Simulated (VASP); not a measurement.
All values below come from PBE GGA with spin-orbit coupling, VASP's PBE PAW potentials (set 64) (plane waves; VASP 6.6.1).

VASP ran on this input.

INCAR:
```
ALGO  =  Normal
EDIFF  =  1E-6
ENCUT  =  300
GGA  =  PE
GGA_COMPAT  =  .FALSE.
ISIF  =  2
ISMEAR  =  -1
LASPH  =  .TRUE.
LCHARG  =  .FALSE.
LMAXMIX  =  4
LNONCOLLINEAR  =  .TRUE.
LORBIT  =  11
LREAL  =  .FALSE.
LSORBIT  =  .TRUE.
LWAVE  =  .FALSE.
MAGMOM  =  6*0.0
NELM  =  100
PREC  =  Accurate
SIGMA  =  0.1
SYSTEM  =  Sb
```

**KPOINTS**
```
Automatic mesh
0
Gamma
7 7 7
0 0 0
```

File POSCAR:
```
Sb
3.9573420
  1.0000000000  -0.5445574327   0.0000000000
  1.0000000000   0.5445574327   0.0000000000
  0.7034570174   0.0000000000   0.8953719441
Sb
2
Cartesian
  0.6312572136   0.0000000000   0.2090693489
  2.0721998038  -0.0000000000   0.6863025952
```

POTCAR, in this order: Sb (PBE.64 set). Program: vasp_ncl.

What will the output report for the number of irreducible k-points (NKPTS), largest plane-wave count, number of space-group operations, FFT grid (NGX, NGY, NGZ)?

```
Quantity                                       Value
--------------------------------------  ------------
number of irreducible k-points (NKPTS)            44
largest plane-wave count                        1446
number of space-group operations                  12
FFT grid (NGX, NGY, NGZ)                28 × 28 × 28
```

The structure is a typed Sb crystal (R-3m). The cell was not relaxed at this level. The run is one of a series of settings (GGA_COMPAT = .FALSE., LNONCOLLINEAR = .TRUE., LSORBIT = .TRUE., MAGMOM = 0.0 0.0 0.0 0.0 0.0 0.0, program vasp_ncl against the base run), some of them coarse on purpose.
